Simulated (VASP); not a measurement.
Data:

```
PbS
1.0
    0.00000     3.00248     3.00248
    3.00248     0.00000     3.00248
    3.00248     3.00248     0.00000
Pb S
1 1
Direct
  0.00000   0.00000   0.00000
  0.50000   0.50000   0.50000
```

The numbers are results of PBE GGA, VASP's PBE PAW potentials (set 64) (plane waves; VASP), not measurements. Settings: 520 eV cut-off, 9×9×9 Γ-centred mesh, tetrahedra with Blöchl corrections, potentials Pb_d S.

Question: The job: PbS (rock salt), 2 atoms, PBE, static run, 520 eV, 9×9×9 Γ-centred mesh. Roughly how much core time does it take on a busy server core?

Answer: About 9 core-seconds (one run on a shared machine, a rough figure). It had 35 irreducible k-points, 14 bands, up to 1469 plane waves and 13 electronic steps.

The compound is PbS in the rock salt structure. It was relaxed first.
